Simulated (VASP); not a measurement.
Input:

```
MoSi2
1.0
   -1.60817     1.60817     3.93391
    1.60817    -1.60817     3.93391
    1.60817     1.60817    -3.93391
Si Mo
2 1
Direct
  0.66490   0.66490   0.00000
  0.33510   0.33510   0.00000
  0.00000   0.00000   0.00000
```

The numbers are results of PBE GGA, VASP's PBE PAW potentials (set 64) (plane waves; VASP), not measurements. Numerical set-up: 480 eV cut-off, 12×12×12 Γ-centred mesh, first-order Methfessel-Paxton smearing of 0.10 eV, potentials Si Mo_sv.

Each relaxation starts from this cell; other phases were not tried.

### Question
The cell is relaxed at 2 GPa. What happens?

### Answer
The volume per atom goes from 13.57 to 13.46 Å³ (-0.8 %), and the cell becomes a = b = 3.2062 Å, c = 7.8555 Å, α = β = γ = 90.00°, space group I4/mmm.

### Question
The cell is relaxed at 30 GPa. What happens?

### Answer
The volume per atom goes from 13.57 to 12.12 Å³ (-10.6 %), and the cell becomes a = b = 3.0888 Å, c = 7.6243 Å, α = β = γ = 90.00°, space group I4/mmm.

Failed runs are left out, and for metals the shear rows, which the mesh's noise covers.

The compound is MoSi2 in the MoSi2 type structure.
